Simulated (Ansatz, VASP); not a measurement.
## TaCuN2: VASP beside Ansatz

```
Ta Cu N
1.0
     1.56800    0.90529    5.81267
    -1.56800    0.90529    5.81267
     0.00000   -1.81057    5.81267
Ta Cu N
1 1 2
Direct
  0.50000 0.50000 0.50000
  0.00000 0.00000 0.00000
  0.11900 0.11900 0.11900
  0.88100 0.88100 0.88100
```

Alike in both runs: task single point; functional LDA; k mesh 7 × 7 × 7; occupations gaussian, width 0.05 eV; collinear spin; Hubbard terms Ta d U = 4.0 eV, Cu d U = 4.0 eV.

|  | VASP | Ansatz |
| --- | --- | --- |
| version | VASP 6.6.1 | Ansatz 0.2.0 |
| potentials or method | VASP PAW LDA potentials, release 64 (Ta_pv, Cu, N) | scalar-relativistic, plane waves, PAW |
| plane-wave cutoff (eV) | 520 | 420 |
| valence electrons in the cell | 32 | 42 |

|  | VASP | Ansatz | Ansatz less VASP |
| --- | --- | --- | --- |
| gap on the k mesh at the Fermi level (eV) | 1.28 | 1.25 | -0.035 |
| least direct gap on the mesh (eV) | 1.94 | 1.81 | -0.122 |
| pressure (GPa) | 20.6 | 16.3 | -4.35 |
| largest component of the traceless stress (GPa) | 18.99 | 15.04 | -3.957 |
| rms of the force components (eV/Å) | 2.790 | 2.507 | -0.2824 |
| net moment per atom (μB) | 0.00 | 0.00 | 0.000 |

The programs project onto different local orbitals, so the same U acts differently. Atom by atom the forces differ by 0.282 eV/Å (rms over components). The two sets of potentials don't hold the same shells in valence. Ansatz warned: «seeded_moment_not_kept».

Caveats: spin-orbit coupling is left out, which moves the levels of the heavy elements; an odd mesh through Γ misses points on the zone boundary, where band edges often lie; forces of over 1 eV/Å show positions far from the minimum, so gaps and moduli don't describe the material at rest. The state reached can hang on the start; a lower one may exist.
